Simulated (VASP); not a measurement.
Input:

```
Rh2S3
1.0
    3.88439     0.00000     0.00000
   -1.94219     3.36398     0.00000
    0.00000     0.00000     6.05246
Rh S
2 3
Direct
  0.33333   0.66667   0.24670
  0.66667   0.33333   0.75330
  0.00000   0.00000   0.00000
  0.33333   0.66667   0.64700
  0.66667   0.33333   0.35300
```

Method: PBE GGA, VASP's PBE PAW potentials (set 64) (plane waves; VASP 6.6.1). Settings: 300 eV cut-off, 7×7×4 Γ-centred mesh, Gaussian smearing of 0.27 eV, potentials Rh_pv S.

Problem. Give the energies of bands 14 to 27 at the high-symmetry points, in eV from the Fermi level.

Solution. 
```json
[
 {"band": "14", "Γ": "-5.83", "M": "-4.49", "K": "-5.53", "A": "-5.36", "L": "-4.58", "H": "-4.45"},
 {"band": "15", "Γ": "-4.40", "M": "-4.15", "K": "-4.95", "A": "-3.08", "L": "-4.32", "H": "-4.45"},
 {"band": "16", "Γ": "-2.82", "M": "-4.00", "K": "-3.71", "A": "-2.51", "L": "-3.89", "H": "-3.72"},
 {"band": "17", "Γ": "-2.82", "M": "-3.65", "K": "-3.71", "A": "-2.51", "L": "-3.48", "H": "-3.49"},
 {"band": "18", "Γ": "-2.65", "M": "-2.94", "K": "-3.69", "A": "-2.41", "L": "-2.80", "H": "-3.49"},
 {"band": "19", "Γ": "-2.65", "M": "-2.30", "K": "-2.85", "A": "-2.41", "L": "-2.20", "H": "-2.56"},
 {"band": "20", "Γ": "-1.77", "M": "-2.10", "K": "-1.91", "A": "-2.19", "L": "-2.17", "H": "-2.03"},
 {"band": "21", "Γ": "-0.97", "M": "-1.82", "K": "-1.27", "A": "-2.09", "L": "-1.63", "H": "-1.55"},
 {"band": "22", "Γ": "-0.82", "M": "-1.58", "K": "-1.27", "A": "-2.09", "L": "-1.58", "H": "-1.55"},
 {"band": "23", "Γ": "-0.82", "M": "-1.19", "K": "-0.60", "A": "-0.81", "L": "-1.20", "H": "-0.47"},
 {"band": "24", "Γ": "0.12", "M": "-0.43", "K": "-0.60", "A": "0.69", "L": "-0.61", "H": "-0.47"},
 {"band": "25", "Γ": "0.89", "M": "-0.41", "K": "-0.29", "A": "1.98", "L": "0.20", "H": "-0.30"},
 {"band": "26", "Γ": "0.89", "M": "0.92", "K": "1.47", "A": "1.98", "L": "1.46", "H": "1.20"},
 {"band": "27", "Γ": "2.44", "M": "2.06", "K": "1.47", "A": "2.34", "L": "1.49", "H": "1.20"}
]
```

It has no gap at this level: it comes out as a metal or semimetal.

The structure was generated: Rh2S3 was put into an ordered model structure, which need not be its known phase. The cell was not relaxed at this level.
